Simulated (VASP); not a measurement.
These are PBE GGA, VASP's PBE PAW potentials (set 64) (plane waves; VASP 6.6.1) values and carry that method's errors.

The input files of a VASP run:

File KPOINTS:
```
Regular mesh
0
G
 8 8 8
```

INCAR:
```
SYSTEM = CdSe
PREC = Accurate; ENCUT = 400; LREAL = .FALSE.
LASPH = .TRUE.
EDIFF = 1E-7; NELM = 100; ALGO = Normal
LMAXMIX = 4
ISMEAR = -5
GGA = PE
ISIF = 2
LWAVE = .FALSE.; LCHARG = .TRUE.; LORBIT = 11
NEDOS = 601
```

POSCAR:
```
CdSe
4.3779320
  0.0000000000   0.7071067071   0.7071067071
  0.7071067071   0.0000000000   0.7071067071
  0.7071067071   0.7071067071   0.0000000000
Cd Se
1 1
Cart
  1.4142134141   1.4142134141   1.4142134141
  0.3535533535   0.3535533535   0.3535533535
```

POTCAR, in this order: Cd Se (PBE.64 set). Program: vasp_std.

Question: What will the output report for the number of irreducible k-points (NKPTS), number of bands (NBANDS), largest plane-wave count, number of space-group operations, FFT grid (NGX, NGY, NGZ)?

Answer: 
```yaml
number of irreducible k-points (NKPTS): 29
number of bands (NBANDS): 13
largest_plane_wave_count: 1090
number_of_space_group_operations: 24
FFT grid (NGX, NGY, NGZ): 30 × 30 × 30
```

The compound is CdSe in the zinc blende structure, whereas wurtzite is the usual form. It was relaxed first, which changed the volume by +7 %.
